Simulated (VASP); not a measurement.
CdTe (relaxed from the WC structure, space group P-6m2): computed properties

Computed with r2SCAN meta-GGA, VASP's PBE PAW potentials (set 64) (plane waves; VASP 6.6.1).

```json
{
 "space_group": "P-6m2 (187)",
 "cell": "a = b = 4.219 Å, c = 3.767 Å, α = β = 90.00°, γ = 120.00°",
 "volume_per_atom": "29.03 Å³/atom",
 "band gap (over mesh and band path)": "none (metal, semimetal or under 0.01 eV)",
 "density": "6.86 g/cm³"
}
```

```cif
data_CdTe
_chemical_formula_sum 'Cd1 Te1'
_space_group_name_H-M_alt 'P 1'
_space_group_IT_number 1
_cell_length_a 4.21875
_cell_length_b 4.21875
_cell_length_c 3.76720
_cell_angle_alpha 90.000
_cell_angle_beta 90.000
_cell_angle_gamma 120.000
loop_
_space_group_symop_operation_xyz
  'x, y, z'
loop_
_atom_site_label
_atom_site_type_symbol
_atom_site_fract_x
_atom_site_fract_y
_atom_site_fract_z
_atom_site_occupancy
Cd1 Cd 0.00000 0.00000 0.00000 1
Te1 Te 0.66667 0.33333 0.50000 1
```

Unless said otherwise, spin-orbit coupling is left out, though it shifts the bands of the heavy elements here.

The structure was generated: CdTe was put into the WC type (P-6m2), which need not be its known phase. It was relaxed first, which changed the volume by +7 %. Symmetry was kept, so distortions that lower it aren't found.
